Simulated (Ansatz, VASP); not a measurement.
## Two plane-wave programs on GaB5

Contents of INCAR:

```
PREC = Accurate
ENCUT = 520
EDIFF = 1E-6
ISMEAR = 0
SIGMA = 0.1
LREAL = F
LASPH = T
NELM = 100
ALGO = Normal
ISIF = 2
LWAVE = F
LCHARG = F
GGA = PE
NBANDS = 23
```

Contents of KPOINTS:

```
Automatic mesh
0
Gamma
  6 6 4
```

The input POSCAR:

```
GaB5
1.0
    3.4867600000      0.0000000000      0.0000000000
   -1.7433800000      3.0196227300      0.0000000000
    0.0000000000      0.0000000000      4.9424742000
Ga B
1 5
Direct
    0.0000000000      0.0000000000      0.0000000000
    0.3333333300      0.6666666700      0.5000000000
    0.6666666700      0.3333333300      0.5000000000
    0.3333333300      0.6666666700      0.0000000000
    0.6666666700      0.3333333300      0.0000000000
    0.0000000000      0.0000000000      0.5000000000
```

Input for Ansatz:

```yaml
crystal:
  lattice:
    - [3.48676, 0.0, 0.0]
    - [-1.74338, 3.01962273, 0.0]
    - [0.0, 0.0, 4.9424742]
  atoms:
    - { symbol: Ga, position: [0.0, 0.0, 0.0] }
    - { symbol: B, position: [0.33333333, 0.66666667, 0.5] }
    - { symbol: B, position: [0.66666667, 0.33333333, 0.5] }
    - { symbol: B, position: [0.33333333, 0.66666667, 0.0] }
    - { symbol: B, position: [0.66666667, 0.33333333, 0.0] }
    - { symbol: B, position: [0.0, 0.0, 0.5] }
basis:
  ecutwfc: 420
kpoints:
  mp_grid: { grid: [6, 6, 4] }
hamiltonian:
  xc: pbe
scf:
  occupations: { method: gaussian, width: 0.1 }
  lower_state_search: "off"
output:
  forces: true
  stress: true
  eigenvalues: true
```

Alike in both runs: task single point; functional PBE; k mesh 6 × 6 × 4; occupations gaussian, width 0.1 eV; no spin polarisation.

```csv
,VASP,Ansatz
version,VASP 6.6.1,Ansatz 0.2.0
potentials or method,"VASP PAW PBE potentials, release 64 (Ga_d, B)","scalar-relativistic, plane waves, PAW"
plane-wave cutoff (eV),520,420
valence electrons in the cell,28,28
```

Ansatz gave:

| Quantity | Value |
| --- | --- |
| gap on the k mesh at the Fermi level (eV) | none |
| pressure (GPa) | 0.1 |
| largest component of the traceless stress (GPa) | 8.04 |

Question: What did VASP give for the same quantities?

Answer: gap on the k mesh at the Fermi level (eV): none; pressure (GPa): 0.1; largest component of the traceless stress (GPa): 7.97.

A gap of «none» marks a metal or a gap that the smearing closes.
